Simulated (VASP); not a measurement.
A convergence study with VASP on TiN (rock salt): one setting is varied, all else stays as given below, so the limit is that of these other settings.

```yaml
crystal:
  lattice:
    - [0.00000, 2.12000, 2.12000]
    - [2.12000, 0.00000, 2.12000]
    - [2.12000, 2.12000, 0.00000]
  atoms:
    - { symbol: Ti, position: [0.00000, 0.00000, 0.00000] }
    - { symbol: N, position: [0.50000, 0.50000, 0.50000] }
```

Calculation: PBE GGA, VASP's PBE PAW potentials (set 64) (plane waves; VASP 6.6.1). The tightest run used: 700 eV cut-off, 25×25×25 Γ-centred mesh, tetrahedra with Blöchl corrections, potentials Ti_sv N.

Problem. The settings run are 3×3×3 mesh; 4×4×4 mesh; 5×5×5 mesh; 6×6×6 mesh; 7×7×7 mesh; 8×8×8 mesh; 9×9×9 mesh; 10×10×10 mesh; 11×11×11 mesh; 12×12×12 mesh; 13×13×13 mesh; 14×14×14 mesh; 15×15×15 mesh; 16×16×16 mesh; 17×17×17 mesh; 18×18×18 mesh; 19×19×19 mesh; 20×20×20 mesh; 21×21×21 mesh; 22×22×22 mesh; 23×23×23 mesh; 24×24×24 mesh; 25×25×25 mesh. From which on does the stress (every component) stay within 0.1 GPa of the tightest run?

Solution. From 7×7×7 mesh on: it is off by 0.02 there and by no more than 0.1 in any finer run, while 6×6×6 mesh is off by 0.25.
```csv
setting,E (eV/atom),pressure (GPa),irreducible k-points,difference judged (GPa)
3×3×3 mesh,-9.9118,-0.26,4,1.95
4×4×4 mesh,-9.8575,0.80,8,0.89
5×5×5 mesh,-9.8284,1.44,10,0.25
6×6×6 mesh,-9.8304,1.44,16,0.25
7×7×7 mesh,-9.8217,1.71,20,0.02
8×8×8 mesh,-9.8205,1.69,29,0.00
9×9×9 mesh,-9.8207,1.68,35,0.01
10×10×10 mesh,-9.8209,1.68,47,0.00
11×11×11 mesh,-9.8211,1.67,56,0.02
12×12×12 mesh,-9.8204,1.69,72,0.00
13×13×13 mesh,-9.8210,1.68,84,0.01
14×14×14 mesh,-9.8209,1.69,104,0.00
15×15×15 mesh,-9.8205,1.69,120,0.00
16×16×16 mesh,-9.8212,1.68,145,0.01
17×17×17 mesh,-9.8210,1.69,165,0.00
18×18×18 mesh,-9.8207,1.69,195,0.00
19×19×19 mesh,-9.8209,1.69,220,0.00
20×20×20 mesh,-9.8208,1.69,256,0.00
21×21×21 mesh,-9.8209,1.68,286,0.01
22×22×22 mesh,-9.8209,1.69,328,0.00
23×23×23 mesh,-9.8208,1.69,364,0.00
24×24×24 mesh,-9.8210,1.69,413,0.00
25×25×25 mesh,-9.8208,1.69,455,0.00
```

Left out are rungs that failed or repeat a setting and relaxations that didn't move; long series are thinned to 24 rows.

The compound is TiN in the rock salt structure. The cell was not relaxed at this level. The electron count is odd and the run is not spin-polarised, which forces a metal.
